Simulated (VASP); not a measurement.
Output of a VASP run:

File OUTCAR:
```
 ion  position               nearest neighbor table
   1  0.000  0.000  0.250-   3 2.38   6 2.38   3 2.38   6 2.38   3 2.38   6 2.38
   2  0.000  0.000  0.750-   4 2.38   5 2.38   4 2.38   5 2.38   4 2.38   5 2.38
   3  0.333  0.667  0.368-   1 2.38   1 2.38   1 2.38
   4  0.667  0.333  0.632-   2 2.38   2 2.38   2 2.38
   5  0.667  0.333  0.868-   2 2.38   2 2.38   2 2.38
   6  0.333  0.667  0.132-   1 2.38   1 2.38   1 2.38
  LATTYP: Found a hexagonal cell.
 ALAT       =     3.1503900000
 C/A-ratio  =     4.1370839801
 Subroutine PRICEL returns:
 Original cell was already a primitive cell.
 Subroutine GETGRP returns: Found 24 space group operations
The static configuration has the point symmetry D_3d.
 The point group associated with its full space group is D_6h.
The dynamic configuration has the point symmetry D_3d.
 Subroutine INISYM returns: Found 24 space group operations
 Subroutine IBZKPT returns following result:
 Found     20 irreducible k-points:

 Following reciprocal coordinates:
            Coordinates               Weight
  0.000000  0.000000  0.000000      1.000000
  0.125000  0.000000  0.000000      6.000000
  0.250000  0.000000  0.000000      6.000000
  0.375000  0.000000  0.000000      6.000000
  0.500000  0.000000  0.000000      3.000000
  0.125000  0.125000  0.000000      6.000000
  0.250000  0.125000  0.000000     12.000000
  0.375000  0.125000  0.000000     12.000000
  0.250000  0.250000  0.000000      6.000000
  0.375000  0.250000  0.000000      6.000000
  0.000000  0.000000  0.500000      1.000000
  0.125000  0.000000  0.500000      6.000000
  0.250000  0.000000  0.500000      6.000000
  0.375000  0.000000  0.500000      6.000000
  0.500000  0.000000  0.500000      3.000000
  0.125000  0.125000  0.500000      6.000000
  0.250000  0.125000  0.500000     12.000000
  0.375000  0.125000  0.500000     12.000000
  0.250000  0.250000  0.500000      6.000000
  0.375000  0.250000  0.500000      6.000000
   k-points           NKPTS =     20   k-points in BZ     NKDIM =     20   number of bands    NBANDS=     31
   number of dos      NEDOS =    301   number of ions     NIONS =      6
   total plane-waves  NPLWV =  25920
   dimension x,y,z NGX =    18 NGY =   18 NGZ =   80
   dimension x,y,z NGXF=    36 NGYF=   36 NGZF=  160
   ions per type =               2   4
   PREC   = accura    normal or accurate (medium, high low for compatibility)
   ISTART =      0    job   : 0-new  1-cont  2-samecut
   ICHARG =      2    charge: 1-file 2-atom 10-const
   ISPIN  =      1    spin polarized calculation?
   LNONCOLLINEAR =      F non collinear calculations
   LSORBIT =      F    spin-orbit coupling
   INIWAV =      1    electr: 0-lowe 1-rand  2-diag
   ENCUT  =  300.0 eV  22.05 Ry    4.70 a.u.   4.45  4.45 18.41*2*pi/ulx,y,z
   NELM   =    100;   NELMIN=  2; NELMDL= -5     # of ELM steps
   EDIFF  = 0.1E-05   stopping-criterion for ELM
   LREAL  =      F    real-space projection
   NLSPLINE    = F    spline interpolate recip. space projectors
   LMAXMIX     =    4 max onsite mixed and CHGCAR
   VOSKOWN=      0    Vosko Wilk Nusair interpolation
   EDIFFG = 0.1E-04   stopping-criterion for IOM
   NSW    =      0    number of steps for IOM
   NBLOCK =      1;   KBLOCK =      1    inner block; outer block
   IBRION =     -1    ionic relax: 0-MD 1-quasi-New 2-CG
   NFREE  =      0    steps in history (QN), initial steepest desc. (CG)
   ISIF   =      2    stress and relaxation
   ISYM   =      2    0-nonsym 1-usesym 2-fastsym
   TEIN   =    0.0    initial temperature
   TEBEG  =    0.0;   TEEND  =   0.0 temperature during run
   SMASS  =  -3.00    Nose mass-parameter (am)
   PSTRESS=    0.0 pullay stress
   NELECT =      52.0000    total number of electrons
   EFERMI =   0.00;   METHOD = LEGACY
   ISMEAR =     0;   SIGMA  =   0.01  broadening in eV -4-tet -1-fermi 0-gaus
   IALGO  =     38    algorithm
   LDIAG  =      T    sub-space diagonalisation (order eigenvalues)
   IMIX   =      4    mixing-type and parameters
     AMIX     =   0.40;   BMIX     =  1.00
...
```

File OSZICAR:
```
       N       E                     dE             d eps       ncg     rms          rms(c)
DAV:   1     0.317273969565E+03    0.31727E+03   -0.23153E+04  1504   0.104E+03
DAV:   2    -0.300166534225E+02   -0.34729E+03   -0.33971E+03  1602   0.319E+02
DAV:   3    -0.460606196804E+02   -0.16044E+02   -0.15950E+02  1560   0.618E+01
DAV:   4    -0.464189831657E+02   -0.35836E+00   -0.35771E+00  1555   0.901E+00
DAV:   5    -0.464302634182E+02   -0.11280E-01   -0.11276E-01  1615   0.135E+00    0.360E+01
DAV:   6    -0.442283298213E+02    0.22019E+01   -0.21119E+01  1379   0.245E+01    0.137E+01
DAV:   7    -0.438591412792E+02    0.36919E+00   -0.82428E+00  1395   0.149E+01    0.850E+00
DAV:   8    -0.435684926037E+02    0.29065E+00   -0.13690E+00  1604   0.646E+00    0.279E+00
DAV:   9    -0.435789409159E+02   -0.10448E-01   -0.13023E-01  1694   0.171E+00    0.128E+00
DAV:  10    -0.435719077051E+02    0.70332E-02   -0.57383E-02  1515   0.134E+00    0.305E-01
DAV:  11    -0.435719798966E+02   -0.72191E-04   -0.23887E-03  1542   0.273E-01    0.134E-01
DAV:  12    -0.435719372399E+02    0.42657E-04   -0.40823E-04  1633   0.104E-01    0.563E-02
DAV:  13    -0.435719614872E+02   -0.24247E-04   -0.14258E-04  1487   0.606E-02    0.137E-02
DAV:  14    -0.435719644049E+02   -0.29177E-05   -0.11122E-05  1290   0.197E-02    0.998E-03
DAV:  15    -0.435719653398E+02   -0.93491E-06   -0.15822E-06  1126   0.608E-03
   1 F= -.43571965E+02 E0= -.43571965E+02  d E =-.222546E-25
```

**OUTCAR**
```
------------------------ aborting loop because EDIFF is reached ----------------------------------------
  FORCE on cell =-STRESS in cart. coord.  units (eV):
  Direction    XX          YY          ZZ          XY          YZ          ZX
  --------------------------------------------------------------------------------------
  Total        3.5364064      3.5364070      4.8988587     -0.0000000      0.0000000      0.0000000
  in kB       50.5772003     50.5772088     70.0628058     -0.0000000      0.0000000      0.0000000
  external PRESSURE =      57.0724050 kB  Pullay stress =       0.0000000 kB
  volume of cell :      112.03
      direct lattice vectors                 reciprocal lattice vectors
     3.150390000  0.000000000  0.000000000     0.317421018  0.183263095  0.000000000
    -1.575195000  2.728318000  0.000000000     0.000000000  0.366526189  0.000000000
     0.000000000  0.000000000 13.033428000     0.000000000  0.000000000  0.076725785
 POSITION                                       TOTAL-FORCE (eV/Angst)
 -----------------------------------------------------------------------------------
      0.00000      0.00000      3.25836         0.000000     -0.000000     -0.000000
      0.00000      0.00000      9.77507        -0.000000      0.000000     -0.000000
     -0.00000      1.81888      4.79291        -0.000000      0.000000      0.724961
      1.57520      0.90944      8.24052         0.000000     -0.000000     -0.724961
      1.57520      0.90944     11.30963         0.000000     -0.000000      0.724961
     -0.00000      1.81888      1.72380        -0.000000      0.000000     -0.724961
 -----------------------------------------------------------------------------------
    total drift:                                0.000000      0.000000      0.000000
  FREE ENERGIE OF THE ION-ELECTRON SYSTEM (eV)
  ---------------------------------------------------
  free  energy   TOTEN  =       -43.5719653398 eV

  energy  without entropy=      -43.5719653398  energy(sigma->0) =      -43.57196534
```
(Selected blocks of OUTCAR.)

File POSCAR:
```
MoS2
1
    3.1503900000     0.0000000000     0.0000000000
   -1.5751950000     2.7283180000     0.0000000000
    0.0000000000     0.0000000000    13.0334280000
Mo S
2 4
Direct
  0.0000000000   0.0000000000   0.2500000000
  0.0000000000   0.0000000000   0.7500000000
  0.3333330000   0.6666670000   0.3677400000
  0.6666670000   0.3333330000   0.6322600000
  0.6666670000   0.3333330000   0.8677400000
  0.3333330000   0.6666670000   0.1322600000
```

**Question.** Write an INCAR and KPOINTS that could have produced this output.

**Answer.** One answer among several that fit: the input of the run itself, PBE GGA, plane waves, VASP's PBE PAW potentials (set 64).

**INCAR**
```
ALGO=Normal
SYSTEM=MoS2
GGA=PE   ! PBE
ISMEAR=0
LASPH=T
ENCUT=300   ! plane-wave cut-off (eV)
PREC=Accurate
EDIFF=1E-6   ! SCF stop (eV)
SIGMA=0.01
LMAXMIX=4
LREAL=F
LWAVE=F
ISIF=2   ! forces and stress, cell fixed
NELM=100
LCHARG=F
```

### KPOINTS
```
K-points
0
gamma
 8 8 2
```

POTCAR, in this order: Mo_sv S (PBE.64 set). Program: vasp_std.

At this cut-off the stress carries a Pulay error, which pulls relaxed volumes low.

The structure comes from a computed database's MoS2 entry; how it stands against other phases isn't given here. The cell was not relaxed at this level.
